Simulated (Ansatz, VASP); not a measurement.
# Cross-check of BeB2 between VASP and Ansatz, part 2 of 2

Aim: how closely do two programs agree when they are given the same cell, functional and k mesh? The cell is taken from a series of runs on this material, whose earlier steps may have relaxed, scaled, displaced or heated it; both programs get it as it stands.

VASP 6.6.1 and Ansatz 0.2.0.

So far: The starting structure; VASP: zone-centre phonons, PBEsol.

### Step 3. Ansatz: zone-centre phonons, PBEsol

Level of this step: Ansatz beside VASP: Kohn-Sham DFT, plane waves, PBEsol (Ansatz).

Ansatz runs on its default PAW (the set named soft_2) files.

The same cell, functional, mesh and smearing now go to Ansatz, which takes its cutoff from its data sets.

input.yaml

```yaml
crystal:
  lattice:
    - [2.9399842646, 0.0, 0.0]
    - [-1.4699921323, 2.5461010598, 0.0]
    - [0.0, 0.0, 2.9036810421]
  atoms:
    - { symbol: Be, position: [0.0, 0.0, 0.0] }
    - { symbol: B, position: [0.3333333333, 0.6666666667, 0.5] }
    - { symbol: B, position: [0.6666666667, 0.3333333333, 0.5] }
kpoints:
  mp_grid: { grid: [15, 15, 16] }
hamiltonian:
  xc: pbesol
scf:
  occupations: { method: methfessel_paxton, width: 0.15 }
output:
  eigenvalues: true
phonons:
  method: dfpt
  qmesh: [3, 3, 4]
  temperatures: { t_max: 1000, t_step: 50 }
  qpath:
    path:
      - [[0.0, 0.0, 0.0], [0.5, 0.0, 0.0], [0.33333333, 0.33333333, 0.0], [0.0, 0.0, 0.0], [0.0, 0.0, 0.5], [0.5, 0.0, 0.5], [0.33333333, 0.33333333, 0.5], [0.0, 0.0, 0.5]]
      - [[0.5, 0.0, 0.5], [0.5, 0.0, 0.0]]
      - [[0.33333333, 0.33333333, 0.5], [0.33333333, 0.33333333, 0.0]]
    npoints: 10
```

Run with:

```sh
$ ansatz run input.yaml --threads 4 --pin off --max-ram 7168MiB --backend cpu --events-out ev --progress --plain --runs-dir out
```

Numbers of over 12 decimals in the logs are rounded to 6 here.

The program printed:

```text
Warning: phonons: the dynamical matrix that this run interpolates holds no multipole term above the dipole-dipole one, and a site of this crystal is no centre of inversion, so its interpolated transverse optical and acoustic branches and sound speeds can stay off near Gamma, and the density of states and the thermodynamics with them. What a run solves at a wave vector of phonons.qpoints, Gamma apart, where the deck admits one, is free of this, and under fd what a larger phonons.supercell samples
Engine: ansatz 0.2.0, aarch64-unknown-linux-gnu
Pseudopotentials: kind: paw
Pseudopotential: Be, paw, valence charge 2, recommended cutoff 420 eV (normal), Be.paw.azcp
Pseudopotential: B, paw, valence charge 3, recommended cutoff 420 eV (normal), B.paw.azcp
Functional definition: PBEsol
  exchange = pbesol_x
  correlation = pbesol_c
Crystal: 3 atoms, lattice volume = 21.735 Å³
Basis set: ecut = 420 eV, 405 PW (Γ), exchange–correlation on 40×40×40 points (8 copies of the dense FFT grid, shifted against one another)
Bands: 8, of which v1, the nominal top of the filled ones, is band 4 counted from 1 (3 counted from 0)
Symmetry: 24 space group operations
k-points: 243 of 3600
Non-local potential: Be, projectors of the file, l = 0: 2, l = 1: 2, l = 2: 1
Non-local potential: B, projectors of the file, l = 0: 2, l = 1: 2, l = 2: 1
PAW form: soft (Blöchl's): semilocal exchange-correlation on the pseudo side does not see the compensation charge
PAW frozen core: Be, regenerated for the run's functional, and the local potential with it (the file was generated under x = pbe(κ = 0.804, μ = 0.219515), c = pbe(β = 0.066725))
PAW frozen core: B, regenerated for the run's functional, and the local potential with it (the file was generated under x = pbe(κ = 0.804, μ = 0.219515), c = pbe(β = 0.066725))
PAW one-centre angular grid: Be, 110 points (default); XC on 64 Gauss nodes
PAW one-centre angular grid: B, 110 points (default); XC on 64 Gauss nodes
Initial density: superposition of atomic densities (neutral atoms: chi_scale 0, normalization atom), corrected by the library's trained network
Initial wavefunctions: pseudopotential atomic-orbital guess
Functional: x = pbesol(κ = 0.804, μ = 0.123457), c = pbesol(β = 0.046)
SCF iter   1: F=—  HF=-395.348379 eV  |F-HF|=—  |Δ(HF+E_count)|=         —  Δρ=3.62e-3  dr2=2.85e-3  ethr=1.77e-3  ⟨swp⟩=5.1  Hψ=14107  notcnv=0
preconditioner: auto → none  [metal: Δε(μ)=0.035 eV  Ē_g=12.224 eV  σ=0.150 eV  W_gap=0.19  n_scr=2 (ndim 8)  ℏωp=22.5 eV  f_vac=0.000  D(μ)=0.45/eV (n_scr^D=0)  sad-step TF]
SCF iter   2: F=—  HF=-395.347790 eV  |F-HF|=—  |Δ(HF+E_count)|=   5.89e-4  S|Δr|=    0.00e0  Δρ=2.21e-3  dr2=1.11e-3  ethr=3.56e-5  ⟨swp⟩=1.0  Hψ=3888  notcnv=0
SCF iter   3: F=—  HF=-395.347445 eV  |F-HF|=—  |Δ(HF+E_count)|=   3.45e-4  S|Δr|=    0.00e0  Δρ=1.52e-4  dr2=3.81e-6  ethr=1.39e-5  ⟨swp⟩=2.2  Hψ=2837  notcnv=0
SCF iter   4: F=—  HF=-395.347445 eV  |F-HF|=—  |Δ(HF+E_count)|=   6.74e-8  S|Δr|=    0.00e0  Δρ=7.82e-5  dr2=2.16e-6  ethr=4.77e-8  ⟨swp⟩=2.0  Hψ=2819  notcnv=0
SCF iter   5: F=—  HF=-395.347444 eV  |F-HF|=—  |Δ(HF+E_count)|=   2.03e-7  S|Δr|=    0.00e0  Δρ=2.01e-5  dr2=1.41e-7  ethr=2.70e-8  ⟨swp⟩=2.1  Hψ=2738  notcnv=0
SCF iter   6: F=—  HF=-395.347444 eV  |F-HF|=—  |Δ(HF+E_count)|=   3.01e-8  S|Δr|=    0.00e0  Δρ=3.54e-6  dr2=4.43e-9  ethr=1.76e-9  ⟨swp⟩=2.2  Hψ=2779  notcnv=0
SCF iter   7: F=—  HF=-395.347444 eV  |F-HF|=—  |Δ(HF+E_count)|=   1.64e-9  S|Δr|=    0.00e0  Δρ=2.44e-7  dr2=2.09e-11  ethr=5.53e-11  ⟨swp⟩=2.5  Hψ=2884  notcnv=0
SCF iter   8: F=-395.347444 eV  HF=-395.347444 eV  |F-HF|=1.71e-13  |Δ(HF+E_count)|=  9.72e-12  S|Δr|=    0.00e0  Δρ=8.14e-9  dr2=2.31e-14  ethr=1.00e-12  ⟨swp⟩=5.3  Hψ=6865  notcnv=0
the search or the solves at the SCF's close seem to have found levels that the self-consistency loop had missed (the run counts 1). By its estimate they hold under 1e-12 electrons; where the run keeps them, the occupations were computed again with them
SCF 1 converged in 8 iterations: F = -395.347444 eV  dr2 = 2.31e-14
  greatest PAW one-centre occupation: 0.540 electrons in one spin orbital (limit 2), on the B atom at site 2 (counted from 0), in its partial waves of l = 0
Initial density: read from a saved state, or passed on in memory by an earlier SCF of this step, an earlier step, the calling program or the single point that the run made first
iter 1 solved again at ethr=4.85e-8 eV; its pass at ethr=3.10e-3 eV (dr2=3.88e-6 eV) is discarded
SCF iter   1: F=—  HF=-395.347444 eV  |F-HF|=—  |Δ(HF+E_count)|=         —  Δρ=1.06e-7  dr2=1.70e-12  ethr=4.85e-8  ⟨swp⟩=2.8  Hψ=19321  notcnv=0
eigensolver tolerance schedule: the retry pair's looser diagonalisation over-reported the residual by 2287540.62 of it (diagonalisation noise at an unbounded share of the residual, at the tolerance the schedule requests for it); recorded, not acted on — ethr = c·dr2/N_el stays at c = 1.0e-1
preconditioner: auto → none  [metal: Δε(μ)=0.038 eV  Ē_g=12.229 eV  σ=0.150 eV  W_gap=0.21  n_scr=2 (ndim 8)  ℏωp=22.5 eV  f_vac=0.000  D(μ)=0.45/eV (n_scr^D=0)]
SCF iter   2: F=—  HF=-395.347444 eV  |F-HF|=—  |Δ(HF+E_count)|=   8.13e-8  S|Δr|=    0.00e0  Δρ=5.53e-8  dr2=5.62e-13  ethr=1.00e-12  ⟨swp⟩=4.8  Hψ=7832  notcnv=0
[...]
NSCF: frozen V_eff on 2048 k-points
DFPT response loops at q = (0, 0, 0.25) (fractional): mixed as the last ones told, above
NSCF: frozen V_eff on 1152 k-points
DFPT response loops at q = (0, 0, -0.5) (fractional): mixed as the last ones told, above
NSCF: frozen V_eff on 2160 k-points
DFPT response loops at q = (0, 0.333333, 0) (fractional): mixed as the last ones told, above
NSCF: frozen V_eff on 3840 k-points
DFPT response loops at q = (0, 0.333333, 0.25) (fractional): mixed as the last ones told, above
NSCF: frozen V_eff on 2160 k-points
DFPT response loops at q = (0, 0.333333, -0.5) (fractional): mixed as the last ones told, above
NSCF: frozen V_eff on 2160 k-points
DFPT response loops at q = (0.333333, 0.333333, 0) (fractional): mixed as the last ones told, above
NSCF: frozen V_eff on 3840 k-points
DFPT response loops at q = (0.333333, 0.333333, 0.25) (fractional): mixed as the last ones told, above
NSCF: frozen V_eff on 2160 k-points
DFPT response loops at q = (0.333333, 0.333333, -0.5) (fractional): mixed as the last ones told, above
SCF converged after 8 iterations
Stability not checked: this state was not tested for a lower state beside it, because cold or Methfessel-Paxton smearing, or corrected tetrahedra, fill the levels in a way that the test cannot read (fill_not_monotonic; see scf.lower_state_search)
Free energy (F): -395.347444 eV
Harris-Foulkes:  -395.347444 eV  (|F-HF|=1.71e-13)
Internal energy: -395.347665 eV  (E = F + TS)
E sigma→0 (E₀):  -395.347499 eV
Entropy (-TS):   0.000220 eV (0.073 meV/atom)
Fermi energy:    9.309874 eV
--- Per-component energies (eV) ---
  E_band       = 27.548947
  E_kinetic    = 118.754166
  E_local      = -40.469958  (includes V_loc(G=0)·N_el)
  E_nonlocal   = 27.082664
  E_hartree    = 13.171543
  E_xc         = -83.994758
  E_vxc        = -97.568396  (∫ρ·V_xc dr)
  E_paw        = -207.993096  (= ΣΔE_a)
  E_vpaw       = -6.592609  (= ΣTr[D̂ρ^β])
  E_aug_tail   = -0.000006  (compensation charges beyond the density's cutoff)
  E_ewald      = -221.937173
  E_core_change = 0.038953  (= ΣΔE_core)
  E_smearing   = 0.000220  (= −TS)
  E_closure    = -0.000000  (closes the sum)
  Σ components = -395.347444   (vs F -395.347444, Δ=0.00e0)
--- Band table (eV; the first three rows and the last of 243) ---
  k-point 0: bands = ["-5.0229", "6.9852", "9.2458", "9.2458", "13.0443", "13.0443", "14.5140", "18.6756"]
  k-point 1: bands = ["-4.9727", "6.6068", "9.2729", "9.2729", "13.1087", "13.1087", "15.0043", "18.6305"]
  k-point 2: bands = ["-4.8231", "5.6882", "9.3512", "9.3512", "13.3015", "13.3015", "16.2494", "18.5089"]
  k-point 242: bands = ["2.4121", "3.0346", "3.0346", "5.5983", "5.5983", "11.1655", "19.0719", "23.0871"]
--- Phonons (Γ-DFPT): 4 representative perturbations + reference (Σ response iterations 10) ---
  ASR residual: 3.176e-5 → 0.000e0 eV/Å²; symmetrization residual: 1.812e-7 eV/Å²
  ASR residual per site (eV/Å²): 3.18e-5 3.00e-6 3.00e-6
  Γ frequencies (cm⁻¹): 0.00 0.00 0.00 173.49 305.90 305.90 627.52 841.28 841.28
--- Phonons (arbitrary-q DFPT): 9 irreducible q on the 3×3×4 mesh ---
  q = [0.0000, 0.0000, 0.0000] (star 1, of the zone-centre solve; hermiticity 2.48e-8, symmetrization 1.29e-15): -0.00 -0.00 -0.00 173.49 305.90 305.90 627.52 841.28 841.28
  q = [0.0000, 0.0000, 0.2500] (star 2, 4 solved perturbations in 2912 linear systems a pass and spin channel, the states on 1024 of 3600 k-point pairs; hermiticity 1.23e-8, symmetrization 7.13e-13): 32.69 32.69 256.01 256.01 257.65 312.75 572.27 854.53 854.53
  q = [0.0000, 0.0000, -0.5000] (star 1, 4 solved perturbations in 1638 linear systems a pass and spin channel, the states on 576 of 3600 k-point pairs; hermiticity 4.37e-11, symmetrization 2.46e-11): 54.92 54.92 63.91 63.91 255.80 368.87 391.57 652.90 652.90
  q = [0.0000, 0.3333, 0.0000] (star 6, 6 solved perturbations on 1080 of 3600 k-point pairs; hermiticity 1.10e-8, symmetrization 2.24e-10): 22.70 197.78 206.30 236.08 363.56 543.29 664.61 935.63 936.05
  q = [0.0000, 0.3333, 0.2500] (star 12, 6 solved perturbations on 1920 of 3600 k-point pairs; hermiticity 9.64e-9, symmetrization 4.82e-9): 188.41 222.28 236.73 290.03 360.61 473.28 669.26 921.39 957.14
  q = [0.0000, 0.3333, -0.5000] (star 6, 6 solved perturbations on 1080 of 3600 k-point pairs; hermiticity 2.32e-9, symmetrization 3.28e-10): 208.62 230.05 332.10 360.77 366.83 434.40 675.45 917.48 976.48
  q = [0.3333, 0.3333, 0.0000] (star 2, 4 solved perturbations in 2988 linear systems a pass and spin channel, the states on 1080 of 3600 k-point pairs; hermiticity 1.77e-6, symmetrization 4.08e-7): 39.88 236.96 236.96 362.84 362.84 624.32 777.93 777.93 970.34
  q = [0.3333, 0.3333, 0.2500] (star 4, 4 solved perturbations in 5312 linear systems a pass and spin channel, the states on 1920 of 3600 k-point pairs; hermiticity 1.64e-6, symmetrization 4.47e-7): 213.13 243.44 243.44 385.01 385.01 636.64 790.64 790.64 975.21
  q = [0.3333, 0.3333, -0.5000] (star 2, 4 solved perturbations in 2988 linear systems a pass and spin channel, the states on 1080 of 3600 k-point pairs; hermiticity 1.56e-6, symmetrization 4.11e-7): 249.81 249.81 293.04 412.78 412.78 645.91 797.75 797.75 941.72
  sum rule: each row above includes the acoustic sum rule's correction from the zone centre's row sums; it moved no ω² by more than (0.98 cm⁻¹)²
  mesh force constants: q→R imaginary residual 0.00e0; ASR residual 3.176e-5 → 0.000e0 eV/Å²; symmetrization residual 1.421e-14 eV/Å²
  interpolated dispersion: 93 rows × 9 modes
  density of states and harmonic sums: on the 24×24×24 q-mesh, interpolated from the force constants of a 3×3×4 supercell (no non-analytic term)
  largest difference from the sums on the solved wave vectors: F 2.75e-2 eV, S 3.04e-5 and C_V 1.08e-5 eV/K
  zero-point energy: 0.265392 eV/cell   skipped modes (ω ≤ 0): 51, of them read as no rigid motion or as one in doubt: 48 (3.031e-2 modes/cell left out, lowest -59.61 cm⁻¹)   left out of the sums: 3.39e-3 of the cell's modes: C_V's classical limit lies that fraction below 3 k_B per atom; for a crystal, a wire or a layer, F and S can be off by more, and a phonons.interpolated_qmesh denser along its periods is the remedy for the sampling
```

The column dr2 measures how far the density is from self-consistency, as an energy; F and HF (Harris–Foulkes) agree once it is small.

### Step 4. Side by side

Known differences besides the potentials themselves: VASP's run holds the zone centre alone; the cutoff is 420 eV in Ansatz and 600 eV in VASP; Ansatz makes its cores anew for this functional, VASP keeps those of its PBE data sets. Total energies have different zeros and are not compared.

The two programs side by side:

```tsv
quantity	Ansatz	VASP	difference
optical mode 1 (cm⁻¹)	173.5	189.1	-8.25 %
optical mode 2 to 3 (cm⁻¹)	305.9	312.4	-2.09 %
optical mode 4 (cm⁻¹)	627.5	627.3	+0.03 %
optical mode 5 to 6 (cm⁻¹)	841.3	846.2	-0.59 %
```

Modes are paired by rising frequency, not by their patterns, so a pair may set unlike modes beside each other; they are those without the splitting of longitudinal modes.

### Step 5. Outcome

| Item | Value |
| --- | --- |
| r.m.s. difference of the optical zone-centre modes, each program's sorted by frequency (zone-centre phonons, PBEsol) | 7.9 cm⁻¹ |
| difference in optical mode 1 (zone-centre phonons, PBEsol) | -8.3 % |

In words: The r.m.s. difference of the optical zone-centre modes, each program's sorted by frequency is 7.9 cm⁻¹ (zone-centre phonons, PBEsol). Among the rows given in per cent, the largest difference of the zone-centre phonons, PBEsol pair is in optical mode 1, -8.3 %. What causes the difference of the zone-centre phonons, PBEsol pair stays open here. Such differences can come from data sets, numerical settings and the points named under the comparisons, not from the functional's error against experiment.

[Lines on the potential files, build, host, timing and source positions are cut from VASP's logs without a mark.]

[Logs are printed without paths, hosts, clocks, repeated set-up lines and the standing remarks that a program may print on its own settings, such as how far it seeks lower states.]

[Hosts, paths, dates, database ids (printed as entryN), source tags and the programs' standing remarks are cut or masked in the printed files.]
